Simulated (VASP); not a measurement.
Method: r2SCAN meta-GGA, VASP's PBE PAW potentials (set 64) (plane waves; VASP).

Input for VASP

**KPOINTS**
```
Automatic mesh
0
Gamma
6 6 6
0 0 0
```

### INCAR
```
SYSTEM = Li2S
PREC = Accurate
ENCUT = 600
EDIFF = 1E-7
NELM = 100
ALGO = Normal
LREAL = .FALSE.
LASPH = .TRUE.
ISMEAR = 0
SIGMA = 0.05
METAGGA = R2SCAN
LMIXTAU = .TRUE.
LWAVE = .FALSE.
LCHARG = .FALSE.
ISIF = 2
```

File POSCAR:
```
Li2S
4.0186060
  0.0000000000   0.7071067030   0.7071067030
  0.7071067030   0.0000000000   0.7071067030
  0.7071067030   0.7071067030   0.0000000000
Li S
2 1
direct
  0.2500000000   0.2500000000   0.2500000000
  0.7500000000   0.7500000000   0.7500000000
  0.0000000000   0.0000000000   0.0000000000
```

POTCAR, in this order: Li_sv S (PBE.64 set). Program: vasp_std.

### Question
What does the run give for the energy per atom (σ→0), band gap (on the k-mesh)?

### Answer

```yaml
energy per atom (σ→0): -5.795 eV/atom
band gap (on the k-mesh): 3.85 eV
```

### OSZICAR
```
...
DAV:  23    -0.173842621721E+02    0.27804E-05   -0.10309E-05   328   0.501E-02    0.548E-03
DAV:  24    -0.173842667173E+02   -0.45451E-05   -0.31809E-06   328   0.258E-02    0.104E-02
DAV:  25    -0.173842662873E+02    0.42999E-06   -0.49396E-07   358   0.108E-02    0.772E-03
DAV:  26    -0.173842701738E+02   -0.38866E-05   -0.63854E-07   334   0.124E-02    0.241E-03
DAV:  27    -0.173842704930E+02   -0.31919E-06   -0.14193E-07   350   0.517E-03    0.157E-03
DAV:  28    -0.173842706508E+02   -0.15774E-06   -0.56799E-08   266   0.331E-03    0.120E-03
DAV:  29    -0.173842707015E+02   -0.50721E-07   -0.25053E-08   172   0.172E-03
   1 F= -.17384271E+02 E0= -.17384271E+02  d E =-.207343E-16
```

The compound is Li2S in the antifluorite structure. It was relaxed first.
